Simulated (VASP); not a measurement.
Consider the following.

```
CELL_PARAMETERS angstrom
      3.89404     0.00000     0.00000
      0.00000     3.89404     0.00000
      0.00000     0.00000     3.89404
ATOMIC_POSITIONS crystal
  Sr 0.00000 0.00000 0.00000
  V  0.50000 0.50000 0.50000
  O  0.50000 0.00000 0.50000
  O  0.00000 0.50000 0.50000
  O  0.50000 0.50000 0.00000
```

Calculation: AM05 GGA, VASP's PBE PAW potentials (set 64) (plane waves; VASP). Settings: 520 eV cut-off, 8×8×8 Γ-centred mesh, first-order Methfessel-Paxton smearing of 0.10 eV, potentials Sr_sv V_sv O.

Give the stress tensor in GPa (positive for a compressed cell).

```
-9.99   0.00   0.00
 0.00  -9.99   0.00
 0.00   0.00  -9.99
```
The pressure is its mean diagonal, -9.99 GPa.

The compound is SrVO3 in the cubic perovskite structure. This cell is one point of a volume scan, at 1.06 of the reference volume. The run is not spin-polarised, so no magnetic state was tried. The electron count is odd and the run is not spin-polarised, which forces a metal.
